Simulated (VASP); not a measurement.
```yaml
crystal:
  lattice:
    - [0.00000, 3.23000, 3.23000]
    - [3.23000, 0.00000, 3.23000]
    - [3.23000, 3.23000, 0.00000]
  atoms:
    - { symbol: Hg, position: [0.00000, 0.00000, 0.00000] }
    - { symbol: Te, position: [0.25000, 0.25000, 0.25000] }
```

Calculation: PBE GGA, VASP's PBE PAW potentials (set 64) (plane waves; VASP 6.6.1). Run with 400 eV cut-off, KSPACING 0.2 per Å, Gaussian smearing of 0.050 eV, potentials Hg Te.

**Question.** Give the stress tensor in GPa (positive for a compressed cell).

**Answer.** 
```
3.81  0.00  0.00
0.00  3.81  0.00
0.00  0.00  3.81
```
The pressure is its mean diagonal, 3.81 GPa.

The compound is HgTe in the zinc blende structure. The cell was not relaxed at this level. The run is one of a series of settings (KGAMMA = .TRUE., KSPACING = 0.2, KPOINTS file removed against the base run), some of them coarse on purpose.
